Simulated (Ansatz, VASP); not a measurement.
# Ge2P4W (WGe2P4 monolayer) in two plane-wave programs, part 2 of 2

One calculation is typed for both programs; each brings its own data sets. How far apart do they land? The cell is taken from a series of runs on this material, whose earlier steps may have relaxed, scaled, displaced or heated it; both programs get it as it stands.

VASP 6.6.1 and Ansatz 0.2.0.

So far: Starting point; VASP: single point, PBE with D3(BJ).

### 3. Ansatz: single point, PBE with D3(BJ)

Level of this step: Ansatz beside VASP: Kohn-Sham DFT, plane waves, PBE with D3(BJ) (Ansatz).

Ansatz runs on its PAW soft_1 files.

The same cell, functional, mesh and smearing now go to Ansatz, which takes its cutoff from its data sets.

File input.yaml:

```yaml
crystal:
  lattice:
    - [3.4963125202, 0.0, 0.0]
    - [-1.7481562601, 3.0278954621, 0.0]
    - [0.0, 0.0, 27.6521995058]
  atoms:
    - { symbol: P, position: [0.0, 0.0, 0.3254713969] }
    - { symbol: Ge, position: [0.3333333333, 0.6666666667, 0.3656088808] }
    - { symbol: P, position: [0.3333333333, 0.6666666667, 0.449513981] }
    - { symbol: W, position: [0.0, 0.0, 0.5] }
    - { symbol: P, position: [0.3333333333, 0.6666666667, 0.550486019] }
    - { symbol: Ge, position: [0.3333333333, 0.6666666667, 0.6343911192] }
    - { symbol: P, position: [0.0, 0.0, 0.6745286031] }
kpoints:
  mp_grid: { grid: [18, 18, 1] }
  band_path:
    path: [[0, 0, 0], [0.5, 0, 0], [0.33333333, 0.33333333, 0], [0, 0, 0]]
    npoints: 16
hamiltonian:
  xc: pbe
  dispersion: d3bj
  pseudopotentials: { kind: paw, azcp: { folder: soft_1 } }
scf:
  occupations: { method: fermi_dirac, width: 0.02585 }
  convergence: { dr2_threshold: 1.0e-10 }
efield:
  axis: 3
  dipole_correction: true
  ramp_position: 0.97
  ramp_width: 0.06
  amplitude: 0
output:
  dos: { projected: true, e_range: [-6, 5] }
  write_potential: true
  write_density: true
  volumetric_format: npy
  elf: true
```

Run with:

```console
ansatz run input.yaml --threads 2 --pin off --max-ram 3072MiB --backend cpu --events-out ev --progress --plain --runs-dir out
```

Numbers of over 12 decimals in the logs are rounded to 6 here.

The log of the run:

```text
Engine: ansatz 0.2.0, aarch64-unknown-linux-gnu
Pseudopotentials: kind: paw
Pseudopotential: P, paw, valence charge 5, recommended cutoff 420 eV (normal), soft_1/P.paw.azcp
Pseudopotential: Ge, paw, valence charge 14, recommended cutoff 420 eV (normal), soft_1/Ge.paw.azcp
Pseudopotential: W, paw, valence charge 14, recommended cutoff 420 eV (normal), soft_1/W.paw.azcp
Functional definition: PBE
  parameter kappa = 0.804
  parameter beta = 0.066725
  exchange = pbe_x(kappa = kappa, mu = beta*pi^2/3)
  correlation = pbe_c(beta = beta)
Crystal: 7 atoms, lattice volume = 292.739 Å³
Basis set: ecut = 420 eV, 5715 PW (Γ)
Bands: 38, of which v1, the nominal top of the filled ones, is band 31 counted from 1 (30 counted from 0)
Symmetry: 6 space group operations
k-points: 37 of 324 (time reversal used)
Non-local potential: P, projectors of the file, l = 0: 2, l = 1: 2, l = 2: 1
Non-local potential: Ge, projectors of the file, l = 0: 2, l = 1: 2, l = 2: 3, l = 3: 1
Non-local potential: W, projectors of the file, l = 0: 3, l = 1: 2, l = 2: 2, l = 3: 1
PAW form: soft (Blöchl's): semilocal exchange-correlation on the pseudo side does not see the compensation charge
PAW one-centre angular grid: P, 110 points (default); XC on 64 Gauss nodes
PAW one-centre angular grid: Ge, 590 points (default); XC on 64 Gauss nodes
PAW one-centre angular grid: W, 590 points (default); XC on 64 Gauss nodes
Initial density: superposition of atomic densities (neutral atoms: chi_scale 0, normalization atom)
Initial wavefunctions: pseudopotential atomic-orbital guess
Functional: x = pbe(κ = 0.804, μ = 0.219515), c = pbe(β = 0.066725)
SCF iter   1: F=—  HF=-22002.757710 eV  |F-HF|=—  |Δ(HF+E_count)|=         —  Δρ=3.11e-2  dr2=3.36e0  ethr=3.10e-3  p=0.000 e·Å  D=3.05e-14 V/Å  ΔV_dip=-0.00 eV  dr2_dipole=5.44e-8  V_vac-E_F(+/−)=6.50/6.50 eV  ⟨swp⟩=11.3  Hψ=7777  notcnv=0
efield: sawtooth ramp at fractional position 0.9700 (set: `efield.ramp_position`, or a place that a band, a saddle search or an elastic batch's reference lends), width 0.0600; the density the first Hamiltonian is built on has a dipole p = 0.000 e·Å; the dipole correction subtracts the counter field D = 3.05e-14 V/Å, which shifts the + side's vacuum level by -0.00 eV against the − side's; the planar-averaged density in the ramp window peaks in size at 1.2e-6 e/Å³
preconditioner: auto → Resta (q_TF=auto, 2.106 Å⁻¹)  ε∞=3.4  [insulator: Δε(μ)=0.460 eV  Ē_g=8.255 eV  σ=0.026 eV  W_gap=1.00  n_scr=36 (ndim 8)  ℏωp=12.7 eV  f_vac=0.520  D(μ)=0.00/eV (n_scr^D=0)  ε∞_Penn≈3.4  vacuum switching on, ρ_ref=4.9e-3 e/Å³]
SCF iter   2: F=—  HF=-22002.029775 eV  |F-HF|=—  |Δ(HF+E_count)|=   7.28e-1  Δρ=1.54e-2  dr2=6.08e-1  ethr=3.10e-3  p=-0.000 e·Å  D=-3.52e-5 V/Å  ΔV_dip=0.00 eV  dr2_dipole=2.38e-7  V_vac-E_F(+/−)=5.66/5.66 eV  ⟨swp⟩=2.9  Hψ=2407  notcnv=0  defer=56
SCF iter   3: F=—  HF=-22001.927327 eV  |F-HF|=—  |Δ(HF+E_count)|=   1.02e-1  Δρ=3.74e-3  dr2=5.43e-2  ethr=9.80e-4  p=0.000 e·Å  D=1.38e-4 V/Å  ΔV_dip=-0.00 eV  dr2_dipole=3.63e-6  V_vac-E_F(+/−)=5.29/5.29 eV  ⟨swp⟩=2.7  Hψ=2171  notcnv=0  defer=56
SCF iter   4: F=—  HF=-22001.924384 eV  |F-HF|=—  |Δ(HF+E_count)|=   2.94e-3  Δρ=1.27e-3  dr2=2.02e-2  ethr=8.75e-5  p=-0.001 e·Å  D=-3.32e-4 V/Å  ΔV_dip=0.01 eV  dr2_dipole=1.97e-5  V_vac-E_F(+/−)=5.02/5.01 eV  ⟨swp⟩=3.6  Hψ=2743  notcnv=0  defer=56
SCF iter   5: F=—  HF=-22001.923527 eV  |F-HF|=—  |Δ(HF+E_count)|=   8.57e-4  Δρ=5.60e-4  dr2=5.72e-3  ethr=3.26e-5  p=0.001 e·Å  D=3.90e-4 V/Å  ΔV_dip=-0.01 eV  dr2_dipole=2.84e-5  V_vac-E_F(+/−)=5.10/5.11 eV  ⟨swp⟩=3.0  Hψ=2098  notcnv=0  defer=56
SCF iter   6: F=—  HF=-22001.923421 eV  |F-HF|=—  |Δ(HF+E_count)|=   1.06e-4  Δρ=3.37e-4  dr2=6.40e-4  ethr=9.23e-6  p=-0.000 e·Å  D=-2.61e-4 V/Å  ΔV_dip=0.01 eV  dr2_dipole=1.20e-5  V_vac-E_F(+/−)=5.04/5.03 eV  ⟨swp⟩=2.2  Hψ=1804  notcnv=0  defer=54
SCF iter   7: F=—  HF=-22001.923553 eV  |F-HF|=—  |Δ(HF+E_count)|=   1.32e-4  Δρ=1.49e-4  dr2=1.40e-4  ethr=1.03e-6  p=0.000 e·Å  D=3.04e-4 V/Å  ΔV_dip=-0.01 eV  dr2_dipole=1.67e-5  V_vac-E_F(+/−)=5.03/5.04 eV  ⟨swp⟩=2.2  Hψ=2006  notcnv=0  defer=54
SCF iter   8: F=—  HF=-22001.923582 eV  |F-HF|=—  |Δ(HF+E_count)|=   2.88e-5  Δρ=6.04e-5  dr2=3.95e-5  ethr=2.26e-7  p=-0.000 e·Å  D=-2.83e-4 V/Å  ΔV_dip=0.01 eV  dr2_dipole=1.46e-5  V_vac-E_F(+/−)=5.03/5.02 eV  ⟨swp⟩=2.1  Hψ=2303  notcnv=0  defer=54
SCF iter   9: F=—  HF=-22001.923584 eV  |F-HF|=—  |Δ(HF+E_count)|=   1.90e-6  Δρ=3.11e-5  dr2=1.57e-5  ethr=6.38e-8  p=0.000 e·Å  D=1.89e-4 V/Å  ΔV_dip=-0.01 eV  dr2_dipole=6.61e-6  V_vac-E_F(+/−)=5.02/5.02 eV  ⟨swp⟩=2.0  Hψ=1730  notcnv=0  defer=54
SCF iter  10: F=—  HF=-22001.923585 eV  |F-HF|=—  |Δ(HF+E_count)|=   1.87e-6  Δρ=1.49e-5  dr2=3.19e-6  ethr=2.53e-8  p=0.000 e·Å  D=8.52e-5 V/Å  ΔV_dip=-0.00 eV  dr2_dipole=1.26e-6  V_vac-E_F(+/−)=5.02/5.02 eV  ⟨swp⟩=2.0  Hψ=1452  notcnv=0  defer=54
SCF iter  11: F=—  HF=-22001.923684 eV  |F-HF|=—  |Δ(HF+E_count)|=   9.88e-5  Δρ=4.21e-6  dr2=2.72e-7  ethr=5.14e-9  p=0.000 e·Å  D=2.73e-5 V/Å  ΔV_dip=-0.00 eV  dr2_dipole=1.21e-7  V_vac-E_F(+/−)=5.02/5.02 eV  ⟨swp⟩=2.5  Hψ=2094  notcnv=0  defer=54
SCF iter  12: F=—  HF=-22001.923684 eV  |F-HF|=—  |Δ(HF+E_count)|=   3.62e-8  Δρ=7.96e-7  dr2=1.29e-8  ethr=4.39e-10  p=0.000 e·Å  D=2.16e-6 V/Å  ΔV_dip=-0.00 eV  dr2_dipole=1.22e-9  V_vac-E_F(+/−)=5.02/5.02 eV  ⟨swp⟩=2.0  Hψ=1834  notcnv=0  defer=54
SCF iter  13: F=—  HF=-22001.923684 eV  |F-HF|=—  |Δ(HF+E_count)|=  3.82e-10  Δρ=4.30e-7  dr2=3.51e-9  ethr=2.08e-11  p=0.000 e·Å  D=1.53e-6 V/Å  ΔV_dip=-0.00 eV  dr2_dipole=1.23e-10  V_vac-E_F(+/−)=5.02/5.02 eV  ⟨swp⟩=2.4  Hψ=2012  notcnv=0  defer=54
SCF iter  14: F=—  HF=-22001.923684 eV  |F-HF|=—  |Δ(HF+E_count)|=  4.80e-10  Δρ=1.03e-7  dr2=2.18e-10  ethr=5.66e-12  p=0.000 e·Å  D=6.19e-8 V/Å  ΔV_dip=-0.00 eV  dr2_dipole=6.47e-13  V_vac-E_F(+/−)=5.02/5.02 eV  ⟨swp⟩=2.0  Hψ=1737  notcnv=0  defer=54
SCF iter  15: F=—  HF=-22001.923684 eV  |F-HF|=—  |Δ(HF+E_count)|=  1.46e-11  Δρ=9.16e-8  dr2=1.06e-10  ethr=1.00e-12  p=-0.000 e·Å  D=-4.86e-8 V/Å  ΔV_dip=0.00 eV  dr2_dipole=2.30e-12  V_vac-E_F(+/−)=5.02/5.02 eV  ⟨swp⟩=13.8  Hψ=4752  notcnv=0
SCF iter  16: F=-22001.923684 eV  HF=-22001.923684 eV  |F-HF|=1.82e-11  |Δ(HF+E_count)|=  3.27e-11  Δρ=4.59e-8  dr2=1.67e-11  ethr=1.00e-12  p=0.000 e·Å  D=1.85e-7 V/Å  ΔV_dip=-0.00 eV  dr2_dipole=3.44e-12  V_vac-E_F(+/−)=5.02/5.02 eV  ⟨swp⟩=2.1  Hψ=2579  notcnv=0
SCF 1 converged in 16 iterations: F = -22001.923684 eV  dr2 = 1.67e-11
  greatest PAW one-centre occupation: 0.999 electrons in one spin orbital (limit 2), on the W atom at site 3 (counted from 0), in its partial waves of l = 0
NSCF: frozen V_eff on 49 k-points
efield: sawtooth ramp at fractional position 0.9700 (kept from the solve that this one continues, or follows in the run), width 0.0600; the density the first Hamiltonian is built on has a dipole p = 0.000 e·Å; the dipole correction subtracts the counter field D = 1.85e-7 V/Å, which shifts the + side's vacuum level by -0.00 eV against the − side's; the planar-averaged density in the ramp window peaks in size at 1.2e-6 e/Å³
WARN: The output density's exchange-correlation potential varies sharply where the density is thin. Do not read a vacuum level from v_tot or v_xc, or from such a field of the output density. On a cell that repeats whose density bears no net charge and no dipole along the vacuum's axis use v_es (v_loc + v_h of the components); under efield.dipole_correction with no amplitude use v_es + v_field, which holds any externa [...]
SCF converged after 16 iterations
Free energy (F): -22001.923684 eV
Harris-Foulkes:  -22001.923684 eV  (|F-HF|=1.82e-11)
Internal energy: -22001.923684 eV  (E = F + TS)
E sigma→0 (E₀):  -22001.923684 eV
Entropy (-TS):   -0.000000 eV (-0.000 meV/atom)
Fermi energy:    1.661357 eV
Dipole field:    D = -0.000002 V/Å  (p = -0.000003 e·Å, saw-weighted, corrected)
Work function:   Φ+ = 5.0178 eV   Φ− = 5.0177 eV
Levels:          The Fermi level and band energies are counted from a zero that moves with the ramp; work functions are not
--- Per-component energies (eV) ---
  E_band       = -962.168714
  E_kinetic    = 883.820161
  E_local      = -59178.386121  (includes V_loc(G=0)·N_el)
  E_nonlocal   = 542.942420
  E_hartree    = 29087.600651
  E_xc         = -702.518433
  E_vxc        = -605.653994  (∫ρ·V_xc dr)
  E_paw        = -14839.691310  (= ΣΔE_a)
  E_vpaw       = -780.092673  (= ΣTr[D̂ρ^β])
  E_aug_tail   = 0.000183  (compensation charges beyond the density's cutoff)
  E_efield     = 0.000000  (sawtooth field / dipole correction)
  E_vefield    = 0.000000  (∫n·V_field dr)
  E_ewald      = 22206.713789
  E_disp       = -2.405024  (pairwise vdW)
  E_smearing   = -0.000000  (= −TS)
  E_closure    = 0.000000  (closes the sum)
  Σ components = -22001.923684   (vs F -22001.923684, Δ=0.00e0)
--- Band table (eV; the first three rows and the last of 37) ---
  k-point 0: bands = [... 27 lower, 0.9572, 1.0021, 1.0021, 1.2282, 4.2051, 4.2051, 4.3587, 4.4163, ... 3 higher]
  k-point 1: bands = [... 27 lower, 0.6806, 0.8598, 0.9083, 1.2531, 4.0860, 4.2957, 4.3159, 4.5837, ... 3 higher]
  k-point 2: bands = [... 27 lower, 0.4824, 0.6092, 0.6664, 1.2018, 3.8414, 3.9274, 4.5302, 4.5393, ... 3 higher]
  k-point 36: bands = [... 27 lower, -1.3331, -0.3505, 0.3085, 1.3070, 2.0060, 2.6102, 3.2745, 3.9094, ... 3 higher]
```

In the SCF lines HF is the Harris–Foulkes energy and dr2 the Hartree energy of the density residual, in eV; the loop may stop once dr2 is under the threshold and the program's other checks hold. Hψ counts applications of the Hamiltonian.

### 4. Side by side

Known differences besides the potentials themselves: the data sets hold 62 valence electrons in Ansatz (on its PAW soft_1 files) and 54 in VASP; the cutoff is 420 eV in Ansatz and 520 eV in VASP. Total energies have different zeros and are not compared.

Both answers:

| quantity | Ansatz | VASP | difference |
| --- | --- | --- | --- |
| gap on the k mesh (eV) | 0.699 | 0.705 | -0.006 |

A gap on the mesh is an upper bound, since the band edges may lie between its points; neither run holds spin-orbit coupling, which can move the band edges of a compound of W. With vacuum in the cell, a pressure given here is an average over mostly empty space and none of the material.

### 5. Summary of results

```json
{
 "difference in gap on the k mesh (single point, PBE with D3(BJ))": "-0.0057 eV"
}
```

What this shows: The difference in gap on the k mesh is -0.0057 eV (single point, PBE with D3(BJ)), within the 0.08 eV picked in this series as the mark of a large difference. The data sets hold unlike numbers of valence electrons (62 in Ansatz and 54 in VASP), so part of the differences comes from the potentials. Such differences can come from data sets, numerical settings and the points named under the comparisons, not from the functional's error against experiment.

[Lines on the potential files, build, host, timing and source positions are cut from VASP's logs without a mark.]

[Logs are printed without paths, hosts, clocks, repeated set-up lines and the standing remarks that a program may print on its own settings, such as how far it seeks lower states.]

[Hosts, paths, dates, database ids (printed as entryN), source tags and the programs' standing remarks are cut or masked in the printed files.]
